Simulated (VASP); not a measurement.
# CuH5 (F-43m) in VASP: a series of runs, part 2 of 2

VASP 6.6.1. The steps go on from the part before.

## 3. Relaxation of cell and atoms, PBE (species swapped into the ZrNi5 type (F-43m, No. 216))

Contents of INCAR:

```
PREC     = Accurate       # precision mode
ENCUT    = 600            # plane-wave cutoff, eV
EDIFF    = 1E-6           # SCF threshold, eV
ISMEAR   = 0              # smearing method
SIGMA    = 0.1            # smearing width, eV
LREAL    = False          # projectors in reciprocal space
LASPH    = True           # aspherical terms in the spheres
NELM     = 100            # most SCF steps
ALGO     = Normal         # electronic algorithm
ISIF     = 3              # what is computed and relaxed
LWAVE    = False          # write WAVECAR
LCHARG   = False          # write CHGCAR
GGA      = PE             # functional
IBRION   = 2              # ionic algorithm
NSW      = 100            # ionic steps
EDIFFG   = -0.01          # ionic threshold
```

Contents of KPOINTS:

```
regular mesh
0
Gamma
  14 14 14
```

Contents of POSCAR:

```
CuH5
1.0
    0.0000000000      2.4324794291      2.4324794291
    2.4324794291      0.0000000000      2.4324794291
    2.4324794291      2.4324794291      0.0000000000
Cu H
1 5
Direct
    0.0000000000      0.0000000000      0.0000000000
    0.7500000000      0.7500000000      0.7500000000
    0.3998812265      0.3998812265      0.8003563206
    0.3998812265      0.8003563206      0.3998812265
    0.8003563206      0.3998812265      0.3998812265
    0.3998812265      0.3998812265      0.3998812265
```

Potentials or basis: VASP PAW PBE potentials, release 64 (Cu, H).

Run with:

```
cat potpaw_PBE.64/Cu/POTCAR potpaw_PBE.64/H/POTCAR > POTCAR
mpirun -np 1 vasp_std > vasp.out
```

OUTCAR:

```text
PREC = Accurate
   ENCUT = 600
   EDIFF = 1E-6
   ISMEAR = 0
   LREAL = False
   LASPH = True
   NELM = 100
   ISIF = 3
   GGA = PE
   IBRION = 2
   NSW = 100
   EDIFFG = -0.01

 ion  position               nearest neighbor table
   1  0.000  0.000  0.000-
   2  0.750  0.750  0.750-
   3  0.400  0.400  0.800-
   4  0.400  0.800  0.400-
   5  0.800  0.400  0.400-
   6  0.400  0.400  0.400-

[... 567 lines left out ...]
  -------------------------------------------------------------------------------------
  Total        0.0001088      0.0001088      0.0001088      0.0000000     -0.0000000      0.0000000
  in kB        0.0060562      0.0060562      0.0060562      0.0000000     -0.0000000      0.0000000
  external PRESSURE =       0.0060562 kB  Pullay stress =       0.0000000 kB

 VOLUME and BASIS-vectors are now :
 -----------------------------------------------------------------------------
  energy-cutoff  :      600.00
  volume of cell :       28.79
      direct lattice vectors                 reciprocal lattice vectors
     0.000000000  2.432479429  2.432479429    -0.205551584  0.205551584  0.205551584
     2.432479429  0.000000000  2.432479429     0.205551584 -0.205551584  0.205551584
     2.432479429  2.432479429  0.000000000     0.205551584  0.205551584 -0.205551584

 POSITION                                       TOTAL-FORCE (eV/Angst)
 -----------------------------------------------------------------------------------
      0.00000      0.00000      0.00000         0.000000      0.000000      0.000000
      3.64872      3.64872      3.64872         0.000000      0.000000      0.000000
      2.91955      2.91955      1.94541         0.005536      0.005536     -0.005536
      2.91955      1.94541      2.91955         0.005536     -0.005536      0.005536
      1.94541      2.91955      2.91955        -0.005536      0.005536      0.005536
      1.94541      1.94541      1.94541        -0.005536     -0.005536     -0.005536
 -----------------------------------------------------------------------------------
    total drift:                               -0.000000     -0.000000     -0.000000

  FREE ENERGIE OF THE ION-ELECTRON SYSTEM (eV)
  ---------------------------------------------------
  free  energy   TOTEN  =       -14.3898622001 eV

  energy  without entropy=      -14.3835293533  energy(sigma->0) =      -14.38669578

 reached required accuracy - stopping structural energy minimisation
```

CONTCAR:

```text
CuH5
   1.00000000000000
     0.0000000000000000    2.4324794290999998    2.4324794290999998
     2.4324794290999998    0.0000000000000000    2.4324794290999998
     2.4324794290999998    2.4324794290999998    0.0000000000000000
  Cu              H
     1     5
Direct
     0.0000000000000000    0.0000000000000000    0.0000000000000000
     0.7500000000000000    0.7500000000000000    0.7500000000000000
     0.3998812264999998    0.3998812264999998    0.8003563206000024
     0.3998812264999998    0.8003563206000024    0.3998812264999998
     0.8003563206000024    0.3998812264999998    0.3998812264999998
     0.3998812264999998    0.3998812264999998    0.3998812264999998

  0.00000000E+00  0.00000000E+00  0.00000000E+00
  0.00000000E+00  0.00000000E+00  0.00000000E+00
  0.00000000E+00  0.00000000E+00  0.00000000E+00
  0.00000000E+00  0.00000000E+00  0.00000000E+00
  0.00000000E+00  0.00000000E+00  0.00000000E+00
  0.00000000E+00  0.00000000E+00  0.00000000E+00
```

It took 38 s on 1 thread of Intel Xeon Platinum 8375C at 2.90GHz (Ice Lake), shared host; peak memory 0.18 GiB.

Results:

* Free energy: -14.3899 eV
* Pressure after relaxing: 0.0 GPa
* Largest force after relaxing: 0.010 eV/Å
* Band gap on the k mesh: none (metal or under the smearing width)

Forces on the atoms (eV/Å):
```
Cu   0.000  0.000  0.000
H    0.000  0.000  0.000
H    0.006  0.006 -0.006
H    0.006 -0.006  0.006
H   -0.006  0.006  0.006
H   -0.006 -0.006 -0.006
```

Final structure:
```
Cu H
1.0
     0.00000    2.43248    2.43248
     2.43248    0.00000    2.43248
     2.43248    2.43248    0.00000
Cu H
1 5
Direct
  0.00000 0.00000 0.00000
  0.75000 0.75000 0.75000
  0.39988 0.39988 0.80036
  0.39988 0.80036 0.39988
  0.80036 0.39988 0.39988
  0.39988 0.39988 0.39988
```

Caveat: the relaxation stopped at its first step, so nothing moved.

## 4. Single point, PBE (species swapped into the ZrNi5 type (F-43m, No. 216))

Contents of INCAR:

```
ALGO     = Normal         # electronic algorithm
EDIFF    = 1E-6           # SCF threshold, eV
ENCUT    = 520            # plane-wave cutoff, eV
GGA      = PE             # functional
ISIF     = 2              # what is computed and relaxed
ISMEAR   = 0              # smearing method
LASPH    = True           # aspherical terms in the spheres
LCHARG   = True           # write CHGCAR
LELF     = True           # ELF
LREAL    = False          # projectors in reciprocal space
LVHAR    = True         
LWAVE    = False          # write WAVECAR
NBANDS   = 17             # bands
NELM     = 80             # most SCF steps
PREC     = Accurate       # precision mode
SIGMA    = 0.1            # smearing width, eV
```

Contents of KPOINTS:

```
k-points
0
Gamma
  6 6 6
```

Contents of POSCAR:

```
CuH5
1.0
    0.0000000000      2.4324794291      2.4324794291
    2.4324794291      0.0000000000      2.4324794291
    2.4324794291      2.4324794291      0.0000000000
Cu H
1 5
Direct
    0.0000000000      0.0000000000      0.0000000000
    0.2500000000      0.2500000000      0.2500000000
    0.1996436794      0.6001187735      0.6001187735
    0.6001187735      0.6001187735      0.6001187735
    0.6001187735      0.1996436794      0.6001187735
    0.6001187735      0.6001187735      0.1996436794
```

Run with:

```
cat potpaw_PBE.64/Cu/POTCAR potpaw_PBE.64/H/POTCAR > POTCAR
mpirun -np 1 vasp_std > vasp.out
```

Run time: 17 s. Hardware: 1 thread of Intel Xeon Platinum 8375C at 2.90GHz (Ice Lake), shared host; peak memory 0.14 GiB.

Results (log left out):

```
Free energy            : -14.3517 eV
Pressure               : -0.3 GPa
Largest force          : 0.040 eV/Å
Band gap on the k mesh : none (metal or under the smearing width)
```

Forces on the atoms (eV/Å):
```
Cu   0.000  0.000  0.000
H    0.000  0.000  0.000
H    0.023 -0.023 -0.023
H    0.023  0.023  0.023
H   -0.023  0.023 -0.023
H   -0.023 -0.023  0.023
```

Levels at points of the mesh, in eV from the Fermi level:
```tsv
k point	band 6	band 7	band 8	band 9	band 10	band 11
(0.00, 0.00, 0.00)	-3.19	0.51	2.55	2.55	2.55	7.04
(0.50, 0.00, 0.00)	-2.95	-2.43	0.09	2.90	2.90	7.39
(0.50, 0.50, 0.00)	-2.87	-2.15	-0.86	-0.86	1.34	1.83
```

Caveat: the k mesh is coarse (spacing up to 0.37 Å⁻¹), so the values aren't converged.

## 5. Overview

| task | cell | k mesh | cutoff (eV) | mesh quality | gap on the mesh (eV) | pressure (GPa) | largest force (eV/Å) |
| --- | --- | --- | --- | --- | --- | --- | --- |
| single point | species swapped into the ZrNi5 type (F-43m, No. 216) | 14 × 14 × 14 | 520 | not flagged | none | -0.2 | 0.01 |
| relaxation of cell and atoms | relaxed from: species swapped into the ZrNi5 type (F-43m, No. 216) | 14 × 14 × 14 | 600 | not flagged | none | 0.0 | 0.01 |
| single point | species swapped into the ZrNi5 type (F-43m, No. 216) | 6 × 6 × 6 | 520 | coarse | none | -0.3 | 0.04 |

Alike in all rows: level PBE; potentials or basis VASP PAW PBE potentials, release 64 (Cu, H); no spin polarisation; smearing gaussian 0.1 eV.

Caveats: some runs use coarse meshes; the relaxation stopped at its first step, so nothing moved (some runs).

Absolute energies hang on the potentials; compare differences alone.
